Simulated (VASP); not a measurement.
Input:

```xyz
4
Lattice="4.0585 0.0000 0.0000 0.0000 4.0585 0.0000 0.0000 0.0000 5.4084" Properties=species:S:1:pos:R:3 pbc="T T T"
Pb     2.0292     0.0000     4.2180
Pb     0.0000     2.0292     1.1904
O      2.0292     2.0292     0.0000
O      0.0000     4.0585     0.0000
```

Method: PW91 GGA, VASP's PBE PAW potentials (set 64) (plane waves; VASP). Numerical set-up: 520 eV cut-off, 6×6×5 Γ-centred mesh, tetrahedra with Blöchl corrections, potentials Pb_d O.

The cores are frozen, which limits the accuracy of field gradients. Without a dispersion term in the relaxation, distances and binding between the weakly bound layers, chains or molecules are unreliable, and so is what depends on them.

Q: Give the principal components of the electric field gradient (V/Å²) and the asymmetry η at each nucleus.

A: 
```csv
atom,Vxx,Vyy,Vzz,η
Pb1,105.7,105.7,-211.5,0.00
Pb2,105.7,105.7,-211.5,0.00
O3,2.6,2.6,-5.2,0.00
O4,2.6,2.6,-5.2,0.00
```

The compound is PbO in the litharge structure. It was relaxed first, which changed the volume by +12 %.
